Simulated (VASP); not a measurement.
Given:

```
TcO2
1.0
    2.59896     0.00000     0.00000
   -1.29948     2.25076     0.00000
    0.00000     0.00000     4.19266
Tc O
1 2
Cartesian
  0.00000   0.00000   0.00000
  0.00000   1.50051   1.05655
  1.29948   0.75025   3.13611
```

All values below come from PBE GGA, VASP's PBE PAW potentials (set 64) (plane waves; VASP). Numerical set-up: 520 eV cut-off, 7×7×4 Γ-centred mesh, Gaussian smearing of 0.050 eV, potentials Tc_pv O.

Q: Give the force on each atom (eV/Å).

A: 
```
atom     Fx     Fy      Fz
----  -----  -----  ------
Tc1   0.000  0.000   0.000
O2    0.000  0.000   8.281
O3    0.000  0.000  -8.281
```

Q: Give the stress tensor in GPa (positive for a compressed cell).

A: 
```
149.13    0.00    0.00
  0.00  149.13    0.00
  0.00    0.00  136.03
```
The pressure is its mean diagonal, 144.77 GPa.

The structure was generated: TcO2 was put into the CdI2 type (P-3m1), which need not be its known phase. The cell was not relaxed at this level. The k-mesh is coarse (spacing up to 0.40 per Å, 2π included), so the numbers may not be converged in it. The electron count is odd and the run is not spin-polarised, which forces a metal.
